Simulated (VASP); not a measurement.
A convergence study with VASP on Se (space group no. 152 when undisturbed): a few settings are varied, all else stays as given below, so the limit is that of these other settings. One atom is moved off its site, so that forces are finite.

```
CELL_PARAMETERS angstrom
      2.19156    -3.79589     0.00000
      2.19156     3.79589     0.00000
      0.00000     0.00000     4.96485
ATOMIC_POSITIONS crystal
  Se 0.00000 0.22500 0.66667
  Se 0.78641 0.78641 0.00000
  Se 0.22500 0.00000 0.33333
```

All values below come from LDA (Ceperley-Alder, Perdew-Zunger), VASP's LDA PAW potentials (set 64) (plane waves; VASP). The last row used: 300 eV cut-off, 7×7×5 Γ-centred mesh, Fermi-Dirac smearing of 0.020 eV, potentials Se.

```tsv
setting	E (eV/atom)	pressure (GPa)	largest force (eV/Å)	irreducible k-points
SIGMA = 1.0	-3.9301	5.13	1.683	72
SIGMA = 0.5	-4.0377	0.67	0.773	72
SIGMA = 0.2	-4.0956	-0.42	0.590	72
SIGMA = 0.1	?	-0.45	0.588	72
SIGMA = 0.02	?	-0.45	0.588	72
```

Question: Fill in the missing entries.

Answer: 
- SIGMA = 0.02, E (eV/atom): -4.0986
- SIGMA = 0.1, E (eV/atom): -4.0985

Left out are rungs that failed or repeat a setting and relaxations that didn't move; long series are thinned to 24 rows.

The structure is a typed Se crystal (space group no. 152). The cell was not relaxed at this level, it is distorted from the ideal structure.
